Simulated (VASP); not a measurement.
OSZICAR of a VASP run on Cd (hcp):

**OSZICAR**
```
       N       E                     dE             d eps       ncg     rms          rms(c)
DAV:   1     0.164470572780E+03    0.16447E+03   -0.13243E+04  3072   0.148E+03
DAV:   2     0.274585815809E+01   -0.16172E+03   -0.15766E+03  3168   0.367E+02
DAV:   3    -0.730990842413E+00   -0.34768E+01   -0.34733E+01  3720   0.640E+01
DAV:   4    -0.735194393644E+00   -0.42036E-02   -0.42035E-02  3568   0.201E+00
DAV:   5    -0.735207787769E+00   -0.13394E-04   -0.13394E-04  3752   0.101E-01    0.377E+00
DAV:   6    -0.692503281698E+00    0.42705E-01   -0.17644E-01  3320   0.520E+00    0.303E+00
DAV:   7    -0.698437665683E+00   -0.59344E-02   -0.28849E-02  3528   0.176E+00    0.130E+00
DAV:   8    -0.700733291809E+00   -0.22956E-02   -0.43776E-03  3392   0.855E-01    0.944E-02
DAV:   9    -0.700871027064E+00   -0.13774E-03   -0.86690E-05  3872   0.971E-02    0.445E-02
DAV:  10    -0.700912213293E+00   -0.41186E-04   -0.48565E-05  3384   0.777E-02    0.484E-03
DAV:  11    -0.700912174692E+00    0.38601E-07   -0.79657E-08  3064   0.298E-03
   1 F= -.70091217E+00 E0= -.70079557E+00  d E =-.700912E+00
       N       E                     dE             d eps       ncg     rms          rms(c)
DAV:   1    -0.706715851150E+00   -0.58036E-02   -0.23800E-01  3248   0.447E+00    0.347E-01
DAV:   2    -0.703314569858E+00    0.34013E-02   -0.19477E-03  3256   0.609E-01    0.202E-01
DAV:   3    -0.701650694868E+00    0.16639E-02   -0.29933E-03  3288   0.535E-01    0.603E-02
DAV:   4    -0.701673172999E+00   -0.22478E-04   -0.23501E-04  3312   0.209E-01    0.568E-02
DAV:   5    -0.701673416094E+00   -0.24310E-06   -0.10284E-06  3640   0.141E-02    0.285E-02
DAV:   6    -0.701673379545E+00    0.36549E-07   -0.29193E-06  3240   0.126E-02    0.252E-02
DAV:   7    -0.701673498274E+00   -0.11873E-06   -0.15509E-07  2024   0.459E-03    0.188E-02
DAV:   8    -0.701673536119E+00   -0.37844E-07   -0.18049E-07  2536   0.350E-03
   2 F= -.70167354E+00 E0= -.70165992E+00  d E =-.761361E-03
       N       E                     dE             d eps       ncg     rms          rms(c)
DAV:   1    -0.722345124876E+00   -0.20672E-01   -0.99541E-01  3232   0.915E+00    0.709E-01
DAV:   2    -0.708344670222E+00    0.14000E-01   -0.79274E-03  3280   0.123E+00    0.413E-01
DAV:   3    -0.701362353065E+00    0.69823E-02   -0.12329E-02  3248   0.110E+00    0.123E-01
DAV:   4    -0.701459517487E+00   -0.97164E-04   -0.10022E-03  3304   0.433E-01    0.117E-01
DAV:   5    -0.701460909976E+00   -0.13925E-05   -0.29938E-06  3528   0.205E-02    0.623E-02
DAV:   6    -0.701461452621E+00   -0.54265E-06   -0.88714E-06  3248   0.193E-02    0.528E-02
DAV:   7    -0.701461464892E+00   -0.12271E-07   -0.44435E-07  3264   0.709E-03
   3 F= -.70146146E+00 E0= -.70169376E+00  d E =-.549290E-03
       N       E                     dE             d eps       ncg     rms          rms(c)
DAV:   1    -0.706851277705E+00   -0.53898E-02   -0.23934E-01  3216   0.448E+00    0.343E-01
DAV:   2    -0.703527655050E+00    0.33236E-02   -0.19423E-03  3264   0.614E-01    0.200E-01
DAV:   3    -0.701847105065E+00    0.16805E-02   -0.30640E-03  3264   0.543E-01    0.616E-02
DAV:   4    -0.701869459334E+00   -0.22354E-04   -0.24241E-04  3272   0.212E-01    0.595E-02
DAV:   5    -0.701871733262E+00   -0.22739E-05   -0.19291E-06  3448   0.197E-02    0.334E-02
DAV:   6    -0.701869735778E+00    0.19975E-05   -0.70432E-06  3240   0.225E-02    0.355E-02
DAV:   7    -0.701869425132E+00    0.31065E-06   -0.45603E-07  3216   0.815E-03    0.244E-02
DAV:   8    -0.701869248366E+00    0.17677E-06   -0.27803E-07  2496   0.423E-03    0.992E-03
DAV:   9    -0.701869167501E+00    0.80865E-07   -0.88318E-08  1768   0.279E-03
   4 F= -.70186917E+00 E0= -.70201842E+00  d E =-.956993E-03
       N       E                     dE             d eps       ncg     rms          rms(c)
DAV:   1    -0.702266433827E+00   -0.39719E-03   -0.18272E-02  3240   0.124E+00    0.961E-02
DAV:   2    -0.702007642679E+00    0.25879E-03   -0.14947E-04  3256   0.170E-01    0.562E-02
DAV:   3    -0.701878268556E+00    0.12937E-03   -0.23722E-04  3296   0.151E-01    0.171E-02
DAV:   4    -0.701879895097E+00   -0.16265E-05   -0.18481E-05  3240   0.587E-02    0.164E-02
DAV:   5    -0.701880125824E+00   -0.23073E-06   -0.12417E-07  2320   0.506E-03    0.936E-03
DAV:   6    -0.701879883322E+00    0.24250E-06   -0.46192E-07  2456   0.559E-03    0.944E-03
DAV:   7    -0.701879816590E+00    0.66732E-07   -0.30048E-08  1624   0.202E-03
   5 F= -.70187982E+00 E0= -.70198440E+00  d E =-.967642E-03
```

### Question
Which electronic solver shows in the log?

### Answer
It is blocked Davidson (ALGO = Normal, or the opening steps of other solvers). The INCAR had ALGO = Normal.

### Question
Can the final energy be trusted as converged?

### Answer
Self-consistency was reached. It stopped with EDIFF = 1E-7, NELM = 100, NSW = 30 and EDIFFG = -0.01 after 5 ionic steps (RPBE GGA, plane waves, VASP's PBE PAW potentials (set 64)).

The compound is Cd in the hcp structure. This cell is one point of a volume scan, at 0.97 of the reference volume. Symmetry was kept, so distortions that lower it aren't found.
